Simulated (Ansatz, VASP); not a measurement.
**Li2HfN2: VASP beside Ansatz**

Wanted: the spread between two codes on one cell, functional and k mesh. The cell is taken from a series of runs on this material, whose earlier steps may have relaxed, scaled, displaced or heated it; both programs get it as it stands.

Calculated with Ansatz 0.2.0; plane waves, with VASP 6.6.1 beside it; relaxation of cell and atoms at LDA.

## Step 1: The starting structure

The structure is trigonal, space group P-3m1 (No. 164). Conventional cell: a = 3.199 Å, b = 3.199 Å, c = 5.335 Å, α = 90.00°, β = 90.00°, γ = 120.00°. Li has 4 N at 2.03 to 2.10 Å and 3 Li at 2.23 Å nearest. Nearest to Hf lie 6 N at 2.20 Å. Nearest to N lie 4 Li at 2.03 to 2.10 Å and 3 Hf at 2.20 Å. Farther neighbours and most contacts between anions are not listed.

Structure file:

```cif
data_structure
_symmetry_space_group_name_H-M 'P-3m1'
_symmetry_Int_Tables_number 164
_cell_length_a 3.1988
_cell_length_b 3.1988
_cell_length_c 5.3348
_cell_angle_alpha 90.000
_cell_angle_beta 90.000
_cell_angle_gamma 120.000
_cell_volume 47.27
loop_
_atom_site_label
_atom_site_type_symbol
_atom_site_symmetry_multiplicity
_atom_site_Wyckoff_symbol
_atom_site_fract_x
_atom_site_fract_y
_atom_site_fract_z
_atom_site_occupancy
Li1 Li 2 d 0.66667 0.33333 0.38346 1
Hf1 Hf 1 a 0.00000 0.00000 0.00000 1
N1 N 2 d 0.66667 0.33333 0.77657 1
```

## Step 2: VASP: relaxation of cell and atoms, LDA

The relaxed volume is the usual yardstick between codes: in a stiff, nearly cubic crystal its relative difference is about their pressure difference at one cell divided by the bulk modulus.

Lines of VASP's logs that name or quote its potential files are left out, and so is its time.

The input, INCAR:

```
SYSTEM = Li2HfN2
PREC = Accurate
ENCUT = 750
EDIFF = 1E-07
NELM = 120
ISMEAR = 0
SIGMA = 0.01
LREAL = .FALSE.
ALGO = Normal
GGA = PW92
NBANDS = 19
LASPH = .TRUE.
LORBIT = 11
LWAVE = .FALSE.
LCHARG = .FALSE.
ISIF = 3
IBRION = 2
NSW = 80
EDIFFG = -0.005
GGA_COMPAT = .FALSE.
NELMIN = 4
EFERMI = MIDGAP
KPAR = 2
```

The input, POSCAR:

```
Li2HfN2
1.0
    3.1987610000      0.0000000000      0.0000000000
   -1.5993800000      2.7702080000      0.0000000000
    0.0000000000      0.0000000000      5.3348000000
Li Hf N
2 1 2
Direct
    0.6666666667      0.3333333333      0.3834556122
    0.3333333333      0.6666666667      0.6165443878
    0.0000000000      0.0000000000      0.0000000000
    0.6666666667      0.3333333333      0.7765702557
    0.3333333333      0.6666666667      0.2234297443
```

The input, KPOINTS:

```
Automatic mesh
0
Gamma
9 9 6
0 0 0
```

Potentials, in the order of the species: Li_sv, Hf_pv and N (LDA family, release 64).

On the command line:

```bash
$ mpirun -np 2 vasp_std
```

Numbers of over 12 decimals in the logs are rounded to 6 here.

Output:

```text
[banner, memory and clock lines left out]
running    2 mpi-ranks, on    1 nodes
 distrk:  each k-point on    1 cores,    2 groups
 distr:  one band on    1 cores,    1 groups

 POSCAR found type information on POSCAR LiHfN
 POSCAR found :  3 types and       5 ions
|                                                                             |
|               ----> ADVICE to this user running VASP <----                  |
|                                                                             |
|     You enforced a specific xc type in the INCAR file but a different       |
|     [... a line on the potential file left out ...]
|     I HOPE YOU KNOW WHAT YOU ARE DOING!                                     |
|                                                                             |

 LDA part: xc-table for (Slater(with rela. corr.)+PW92), standard interpolation
 POSCAR, INCAR and KPOINTS ok, starting setup
 FFT: planning ... GRIDC
 FFT: planning ... GRID_SOFT
 FFT: planning ... GRID
 WAVECAR not read
 entering main loop
       N       E                     dE             d eps       ncg     rms          rms(c)
DAV:   1     0.148718446587E+03    0.14872E+03   -0.16862E+04  2356   0.186E+03
DAV:   2    -0.339650875043E+02   -0.18268E+03   -0.17694E+03  3018   0.394E+02
DAV:   3    -0.462355230377E+02   -0.12270E+02   -0.12225E+02  4148   0.726E+01
DAV:   4    -0.466412383896E+02   -0.40572E+00   -0.40465E+00  3358   0.139E+01
DAV:   5    -0.466533177892E+02   -0.12079E-01   -0.12078E-01  3622   0.181E+00    0.575E+01
DAV:   6    -0.401628452192E+02    0.64905E+01   -0.38861E+01  2672   0.299E+01    0.508E+01
DAV:   7    -0.399982047455E+02    0.16464E+00   -0.21858E+00  2833   0.898E+00    0.332E+01
DAV:   8    -0.399661010438E+02    0.32104E-01   -0.35767E-01  2867   0.415E+00    0.104E+01
DAV:   9    -0.399352560905E+02    0.30845E-01   -0.95970E-02  2627   0.194E+00    0.269E+00
DAV:  10    -0.399355026236E+02   -0.24653E-03   -0.69894E-03  3552   0.480E-01    0.226E-01
DAV:  11    -0.399353547906E+02    0.14783E-03   -0.99122E-04  2807   0.187E-01    0.278E-01
DAV:  12    -0.399353616374E+02   -0.68469E-05   -0.89846E-05  3704   0.543E-02    0.289E-02
DAV:  13    -0.399353600183E+02    0.16192E-05   -0.14026E-05  2690   0.234E-02    0.975E-03
DAV:  14    -0.399353600335E+02   -0.15219E-07   -0.73658E-07  3189   0.566E-03
   1 F= -.39935360E+02 E0= -.39935360E+02  d E =-.399354E+02
 curvature:   0.00 expect dE= 0.000E+00 dE for cont linesearch  0.000E+00
 trial: gam= 0.00000 g(F)=  0.887E-03 g(S)=  0.273E-02 ort = 0.000E+00 (trialstep = 0.100E+01)
 search vector abs. value=  0.361E-02
 bond charge predicted
       N       E                     dE             d eps       ncg     rms          rms(c)
DAV:   1    -0.399409856736E+02   -0.56257E-02   -0.32941E-01  2614   0.442E+00    0.170E+00
DAV:   2    -0.399369096552E+02    0.40760E-02   -0.22558E-02  3098   0.998E-01    0.615E-01
DAV:   3    -0.399356770376E+02    0.12326E-02   -0.25862E-03  2849   0.376E-01    0.496E-01
DAV:   4    -0.399355300483E+02    0.14699E-03   -0.47695E-04  2911   0.157E-01    0.340E-01
DAV:   5    -0.399355113111E+02    0.18737E-04   -0.10916E-04  3605   0.591E-02    0.144E-02
DAV:   6    -0.399355113244E+02   -0.13321E-07   -0.96200E-06  2709   0.212E-02    0.953E-03
DAV:   7    -0.399355113046E+02    0.19820E-07   -0.34839E-07  2868   0.434E-03
   2 F= -.39935511E+02 E0= -.39935511E+02  d E =-.151271E-03
 trial-energy change:   -0.000151  1 .order   -0.000141   -0.003614    0.003332
 step:   0.5225(harm=  0.5203)  dis= 0.00242  next Energy=   -39.936306 (dE=-0.946E-03)
 bond charge predicted
       N       E                     dE             d eps       ncg     rms          rms(c)
DAV:   1    -0.399375522504E+02   -0.20409E-02   -0.74979E-02  2614   0.211E+00    0.823E-01
DAV:   2    -0.399366320003E+02    0.92025E-03   -0.51690E-03  3114   0.476E-01    0.295E-01
DAV:   3    -0.399363505410E+02    0.28146E-03   -0.59304E-04  2838   0.179E-01    0.238E-01
DAV:   4    -0.399363160827E+02    0.34458E-04   -0.11351E-04  2903   0.764E-02    0.161E-01
DAV:   5    -0.399363119013E+02    0.41814E-05   -0.24212E-05  3587   0.282E-02    0.904E-03
DAV:   6    -0.399363118898E+02    0.11541E-07   -0.23320E-06  2715   0.102E-02    0.479E-03
DAV:   7    -0.399363118863E+02    0.35027E-08   -0.59390E-08  1738   0.198E-03
   3 F= -.39936312E+02 E0= -.39936312E+02  d E =-.951853E-03
 curvature:  -0.26 expect dE=-0.273E-05 dE for cont linesearch -0.141E-09
 trial: gam= 0.00329 g(F)=  0.303E-05 g(S)=  0.746E-05 ort =-0.140E-05 (trialstep = 0.905E+00)
 search vector abs. value=  0.105E-04
 reached required accuracy - stopping structural energy minimisation
```

Parts of OUTCAR (step 2):

```text
ion  position               nearest neighbor table
   1  0.667  0.333  0.383-   5 2.03   5 2.03   5 2.03   4 2.10   2 2.23   2 2.23   2 2.23   3 2.76
                             3 2.76   3 2.76
   2  0.333  0.667  0.617-   4 2.03   4 2.03   4 2.03   5 2.10   1 2.23   1 2.23   1 2.23   3 2.76
                             3 2.76   3 2.76
   3  0.000  0.000  0.000-   4 2.20   5 2.20   5 2.20   4 2.20   4 2.20   5 2.20   1 2.76   2 2.76
                             2 2.76   1 2.76   2 2.76   1 2.76
   4  0.667  0.333  0.777-   2 2.03   2 2.03   2 2.03   1 2.10   3 2.20   3 2.20   3 2.20
   5  0.333  0.667  0.223-   1 2.03   1 2.03   1 2.03   2 2.10   3 2.20   3 2.20   3 2.20

  LATTYP: Found a hexagonal cell.
 ALAT       =     3.1987610000
 C/A-ratio  =     1.6677707400

 Subroutine GETGRP returns: Found 12 space group operations
 (whereof 12 operations were pure point group operations)

The static configuration has the point symmetry D_3d.

 Found     62 irreducible k-points:

   k-points           NKPTS =     62   k-points in BZ     NKDIM =     62   number of bands    NBANDS=     19

   dimension x,y,z NGX =    30 NGY =   30 NGZ =   48
   dimension x,y,z NGXF=    60 NGYF=   60 NGZF=   96

   ENCUT  =  750.0 eV  55.12 Ry    7.42 a.u.   7.14  7.14 11.91*2*pi/ulx,y,z

   NELECT =      26.0000    total number of electrons

 k-points in reciprocal lattice and weights: Automatic mesh
   0.00000000  0.00000000  0.00000000       0.002
   0.11111111  0.00000000  0.00000000       0.012
   0.22222222  0.00000000  0.00000000       0.012
   0.33333333 -0.00000000  0.00000000       0.012
   0.44444444  0.00000000  0.00000000       0.012
   0.11111111  0.11111111  0.00000000       0.012
   0.22222222  0.11111111  0.00000000       0.025
   0.33333333  0.11111111  0.00000000       0.025
   0.44444444  0.11111111  0.00000000       0.012
[...]
0.33333333  0.22222222  0.50000000       0.025
   0.33333333  0.33333333  0.50000000       0.004

 average (electrostatic) potential at core
       1 -61.4313       2 -61.4313       3 -36.7436       4 -62.0341       5 -62.0341

 E-fermi :   5.4454

 k-point     1 :       0.0000    0.0000    0.0000
  band No.  band energies     occupation
    ...
      9       1.5583      2.00000
     10       1.5583      2.00000
     11       4.0992      2.00000
     12       4.5261      2.00000
     13       4.5261      2.00000
     14       8.0442      0.00000
     15       8.0442      0.00000
     16       8.4872      0.00000
     17       9.6833      0.00000
     18      12.0864      0.00000
    ...

 k-point     2 :       0.1111    0.0000    0.0000
  band No.  band energies     occupation
    ...
      9       1.3753      2.00000
     10       1.6714      2.00000
     11       3.6679      2.00000
     12       4.1875      2.00000
     13       4.2017      2.00000
     14       7.8738      0.00000
     15       8.4699      0.00000
     16       8.7582      0.00000
     17      10.0504      0.00000
     18      11.9305      0.00000
    ...

 k-point     3 :       0.2222    0.0000    0.0000
  band No.  band energies     occupation
    ...
      9       1.1350      2.00000
     10       1.8983      2.00000
     11       2.1213      2.00000
     12       3.6167      2.00000
     13       4.1118      2.00000
     14       7.3510      0.00000
     15       9.2741      0.00000
     16       9.3483      0.00000
     17      10.7330      0.00000
     18      12.3403      0.00000
    ...

  Total        0.0149688      0.0149688     -0.0180161      0.0000000     -0.0000000     -0.0000000
  in kB        0.5096864      0.5096863     -0.6134450      0.0000001     -0.0000000     -0.0000000
  external PRESSURE =       0.1353092 kB  Pullay stress =       0.0000000 kB

  energy-cutoff  :      750.00
  volume of cell :       47.05
      direct lattice vectors                 reciprocal lattice vectors
     3.193794749 -0.000000001  0.000000000     0.313107159  0.180772465  0.000000000
    -1.596896876  2.765907102 -0.000000000     0.000000000  0.361545042  0.000000000
    -0.000000000  0.000000000  5.326598890    -0.000000000 -0.000000000  0.187737057

 POSITION                                       TOTAL-FORCE (eV/Angst)
 -----------------------------------------------------------------------------------
      1.59690      0.92197      2.04254        -0.000000     -0.000000      0.004226
      0.00000      1.84394      3.28406         0.000000      0.000000     -0.004226
     -1.59690      2.76591     -0.00000         0.000000      0.000000      0.000000
      1.59690      0.92197      4.13888        -0.000000     -0.000000      0.003684
      0.00000      1.84394      1.18771         0.000000      0.000000     -0.003684
 -----------------------------------------------------------------------------------
    total drift:                               -0.000000      0.000000      0.000000

  FREE ENERGIE OF THE ION-ELECTRON SYSTEM (eV)
  ---------------------------------------------------
  free  energy   TOTEN  =       -39.9363118863 eV

  energy  without entropy=      -39.9363118863  energy(sigma->0) =      -39.93631189

 reached required accuracy - stopping structural energy minimisation

 total charge
# of ion       s       p       d       tot
------------------------------------------
    1        2.042   0.131   0.000   2.174
    2        2.042   0.131   0.000   2.174
    3        0.339   6.737   1.683   8.760
    4        1.218   2.472   0.000   3.691
    5        1.218   2.472   0.000   3.691
--------------------------------------------------
tot          6.861  11.945   1.683  20.490

[... 3 further parts left out ...]
```

The run keeps the 12 symmetry operations of its start, so it cannot find a distortion of lower symmetry.

(Part 1 of 2 ends here.)

[Lines on the potential files, build, host, timing and source positions are cut from VASP's logs without a mark.]

[Logs are printed without paths, hosts, clocks, repeated set-up lines and the standing remarks that a program may print on its own settings, such as how far it seeks lower states.]

[Hosts, paths, dates, database ids (printed as entryN), source tags and the programs' standing remarks are cut or masked in the printed files.]
